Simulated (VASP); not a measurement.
Here is a VASP 6.6.1 calculation.

The input INCAR:

```
  PREC = Accurate
  ENCUT = 520
  EDIFF = 1E-6
  ISMEAR = 0
  SIGMA = 0.1
  LREAL = Auto
  LASPH = T
  NELM = 100
  ALGO = Fast
  ISIF = 2
  LWAVE = F
  LCHARG = F
  NBANDS = 36
```

The input KPOINTS:

```
regular mesh
0
Gamma
  4 3 1
```

The input POSCAR:

```
Be18Cl
1.0
    4.5800000000      0.0000000000      0.0000000000
    3.4350000000      5.9495950000      0.0000000000
    0.0000000000      0.0000000000     15.5884300000
Be Cl
18 1
Direct
    0.0000000000      0.0000000000      0.0641500780
    0.5000000000      0.0000000000      0.0641500780
    0.0000000420      0.3333332773      0.0641500780
    0.5000000420      0.3333332773      0.0641500780
   -0.0000000420      0.6666667227      0.0641500780
    0.4999999580      0.6666667227      0.0641500780
   -0.1670170888      0.2268018243      0.1803245741
    0.3421296199      0.2192335781      0.1806204345
   -0.1591166466      0.5581124429      0.1817645523
    0.3244900692      0.5528196457      0.1808884538
   -0.1639703103      0.8871062652      0.1748503858
    0.3288417527      0.8976782453      0.1750385382
    0.0055030895     -0.0082314847      0.2879250829
    0.5153312579     -0.0228859275      0.2883099838
   -0.0055070115      0.3328026530      0.2966321175
    0.5065022309      0.3410569963      0.2969500456
   -0.0032254646      0.6790665583      0.2918816712
    0.4924300613      0.6726795689      0.2888148454
    0.2528346506      0.3327552548      0.4044100015
```

Potentials or basis: VASP PAW LDA potentials, release 64 (Be, Cl).

Launch:

```console
$ cat potpaw_LDA.64/Be/POTCAR potpaw_LDA.64/Cl/POTCAR > POTCAR
$ mpirun -np 1 vasp_std > vasp.out
```

**Question.** Estimate the largest force.

**Answer.** 0.296 eV/Å.

**Question.** Predict the band gap on the k mesh.

**Answer.** None (metal or under the smearing width).

Forces on the atoms (eV/Å):
```
Be  -0.024  0.277 -0.100
Be   0.048  0.088 -0.009
Be   0.038 -0.007  0.015
Be   0.060  0.094 -0.032
Be   0.005 -0.207  0.059
Be   0.033 -0.240 -0.036
Be  -0.005  0.001  0.005
Be  -0.012  0.003 -0.001
Be  -0.013  0.001  0.005
Be  -0.013  0.005  0.002
Be  -0.010  0.012 -0.002
Be  -0.005  0.006  0.004
Be  -0.013  0.001  0.008
Be  -0.010  0.004  0.022
Be  -0.013  0.015  0.015
Be  -0.023  0.013  0.025
Be  -0.011  0.010 -0.001
Be  -0.011  0.004  0.024
Cl  -0.021 -0.081 -0.001
```

Caveat: the k mesh is coarse (spacing up to 0.40 Å⁻¹), so the values aren't converged; an odd number of electrons without spin polarisation forces a metal; a magnetic or distorted state may lie lower.
